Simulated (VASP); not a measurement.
GaB3:

```
Ga B
1.0
     0.00000    2.73699    2.73699
     2.73699    0.00000    2.73699
     2.73699    2.73699    0.00000
Ga B
1 3
Direct
  0.00000 0.00000 0.00000
  0.50000 0.50000 0.50000
  0.25000 0.25000 0.25000
  0.75000 0.75000 0.75000
```

The cell was built by a generator and needn't be a form met in nature.

The cell isn't the ideal one: species swapped into the ScCu3 type (Fm-3m, No. 225).

- Program: VASP 6.6.1
- Task: relaxation of cell and atoms
- Functional: PBE
- Potentials or basis: VASP PAW PBE potentials, release 64 (Ga_d, B)
- Cutoff: 600 eV
- k mesh: 6 × 6 × 6
- Occupations: gaussian, width 0.1 eV
- Spin: no spin polarisation

At the start: pressure -8.5 GPa; volume 10.25 Å³/atom.

Question: Where does the relaxation end?

Answer: Over 3 steps the energy falls by 26.9 meV/atom and the volume is 9.32 Å³/atom (-9.1 %); space group Fm-3m (No. 225, to 0.05 Å).

Step by step:
| step | energy change (eV) | largest force (eV/Å) | pressure (GPa) | volume (Å³) |
| --- | --- | --- | --- | --- |
| 1 | 0.0000 | 0.0000 | -8.49 | 41.01 |
| 2 | -0.1043 | 0.0000 | -1.66 | 37.86 |
| 3 | -0.1077 | 0.0000 | -0.14 | 37.29 |

Final structure:
```
Ga B
1.0
     0.00000    2.65172    2.65172
     2.65172    0.00000    2.65172
     2.65172    2.65172    0.00000
Ga B
1 3
Direct
  0.00000 0.00000 0.00000
  0.50000 0.50000 0.50000
  0.25000 0.25000 0.25000
  0.75000 0.75000 0.75000
```
